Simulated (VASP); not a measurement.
NbTe:

```
Te Nb
1.0
     3.70297    0.00000    0.00000
    -1.85149    3.20687    0.00000
     0.00000    0.00000    3.69421
Te Nb
1 1
Direct
  0.66667 0.33333 0.00000
  0.00000 0.00000 0.50000
```

The cell comes from a database or a generator and needn't be the stable form of this composition.

Program: VASP 6.6.1. Alike in all runs: task band structure; potentials or basis VASP PAW PBE potentials, release 64 (Te, Nb_sv); no spin polarisation; cell as given; k mesh 8 × 8 × 7; cutoff (eV) 520; smearing fermi-dirac 0.05 eV. Hardware: 1 thread of Intel(R) Xeon(R) 6975P-C (Granite Rapids), on a shared host.

Q: Order these runs on this cell by their wall time, lowest first.
A. level TPSS
B. level revPBE
C. level TB-mBJ

A: B (40 s), C (80 s), A (190 s).

Runs at the PBE level aren't shown here.
